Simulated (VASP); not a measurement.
```yaml
crystal:
  lattice:
    - [0.00000, 2.00346, 2.00346]
    - [2.00346, 0.00000, 2.00346]
    - [2.00346, 2.00346, 0.00000]
  atoms:
    - { symbol: Pt, position: [0.00000, 0.00000, 0.00000] }
```

Level of theory: PBE GGA with D4 dispersion, VASP's PBE PAW potentials (set 64) (plane waves; VASP). Numerical set-up: 520 eV cut-off, 16×16×16 Γ-centred mesh, first-order Methfessel-Paxton smearing of 0.10 eV, potentials Pt.

Q: Give the stress tensor in GPa (positive for a compressed cell).

A: 
```
-13.73    0.00    0.00
  0.00  -13.73    0.00
  0.00    0.00  -13.73
```
The pressure is its mean diagonal, -13.73 GPa.

The compound is Pt in the fcc structure. This cell is one point of a volume scan, at 1.06 of the reference volume.
